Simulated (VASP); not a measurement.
The input files of a VASP run:

### POSCAR
```
Be4SSe3
1
    5.1044917664     0.0000000000     0.0000000000
    0.0000000000     5.1044917664     0.0000000000
    0.0000000000    -0.0000000000     5.1044917664
Be Se S
4 3 1
Direct
  0.0070203521   0.9929796479   0.9929796479
  0.4929796479   0.5070203521   0.9929796479
  0.4929796479   0.9929796479   0.5070203521
  0.0070203521   0.5070203521   0.5070203521
  0.2500000000   0.2500000000   0.2500000000
  0.7500000000   0.7500000000   0.2500000000
  0.7500000000   0.2500000000   0.7500000000
  0.2500000000   0.7500000000   0.7500000000
```

KPOINTS:
```
Automatic
0
Gamma
4 4 4
```

**INCAR**
```
ALGO = Normal
EDIFF = 1E-6
ENCUT = 400
GGA = PE
ISMEAR = 0
LASPH = T
LCHARG = T
LMAXMIX = 4
LREAL = F
LWAVE = F
NELM = 100
PREC = Accurate
SIGMA = 0.05
SYSTEM = Be4SSe3
```

POTCAR, in this order: Be Se S (PBE.64 set). Program: vasp_std.

Q: Write an equivalent input for Ansatz.

A: One equivalent input (not run):
Ansatz 0.2 input:
```yaml
crystal:
  lattice:
    - [5.1044918, 0.0000000, 0.0000000]
    - [0.0000000, 5.1044918, 0.0000000]
    - [0.0000000, 0.0000000, 5.1044918]
  atoms:
    - { symbol: Be, position: [0.0070204, 0.9929796, 0.9929796] }
    - { symbol: Be, position: [0.4929796, 0.5070204, 0.9929796] }
    - { symbol: Be, position: [0.4929796, 0.9929796, 0.5070204] }
    - { symbol: Be, position: [0.0070204, 0.5070204, 0.5070204] }
    - { symbol: Se, position: [0.2500000, 0.2500000, 0.2500000] }
    - { symbol: Se, position: [0.7500000, 0.7500000, 0.2500000] }
    - { symbol: Se, position: [0.7500000, 0.2500000, 0.7500000] }
    - { symbol: S, position: [0.2500000, 0.7500000, 0.7500000] }
kpoints:
  mp_grid: { grid: [4, 4, 4] }
hamiltonian:
  xc: pbe
  pseudopotentials: { kind: paw }
scf:
  occupations: { method: gaussian, width: 0.05 }
  max_iter: 100
output: { forces: true, stress: true, eigenvalues: true }
```
What does not carry over: each code has its own PAW files, so the cut-off isn't converted (ENCUT is set for VASP's; basis.ecutwfc is left out, and Ansatz then takes the one that its files recommend); Ansatz stops its SCF on the density residual and VASP on the energy change (EDIFF).

The structure was generated: Be4SSe3 was put into an ordered model structure (P-43m), which need not be its known phase. It was relaxed first.
